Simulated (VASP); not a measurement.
Consider the following.

```
CELL_PARAMETERS angstrom
      3.70484     0.00000     0.00000
      0.00000     3.70484     0.00000
      0.00000     0.00000     3.70484
ATOMIC_POSITIONS crystal
  Sr 0.00000 0.00000 0.00000
  V  0.50000 0.50000 0.50000
  O  0.50000 0.00000 0.50000
  O  0.00000 0.50000 0.50000
  O  0.50000 0.50000 0.00000
```

Calculation: PBE GGA, VASP's PBE PAW potentials (set 64) (plane waves; VASP). Numerical set-up: 620 eV cut-off, 8×8×8 Γ-centred mesh, first-order Methfessel-Paxton smearing of 0.10 eV, potentials Sr_sv V_sv O.

Energy and stress use the plane-wave basis of the starting cell.

The ions, cell shape and volume at an external pressure of 45.0 GPa are relaxed. Give the cell that the relaxation ends in.

```
CELL_PARAMETERS angstrom
      3.64917     0.00000     0.00000
      0.00000     3.64917     0.00000
      0.00000     0.00000     3.64917
ATOMIC_POSITIONS crystal
  Sr 0.00000 0.00000 0.00000
  V  0.50000 0.50000 0.50000
  O  0.50000 0.00000 0.50000
  O  0.00000 0.50000 0.50000
  O  0.50000 0.50000 0.00000
```
Space group Pm-3m (221), at a tolerance of 0.03 Å.

How do energy and volume change from the first to the last step?

The energy (σ→0) changes by +104.7 meV/atom and the volume by -4.4 %, in 4 ionic steps.

The compound is SrVO3 in the cubic perovskite structure. This run relaxes it under an external pressure of 45 GPa. Symmetry was kept, so distortions that lower it aren't found. The run is not spin-polarised, so no magnetic state was tried. The electron count is odd and the run is not spin-polarised, which forces a metal.
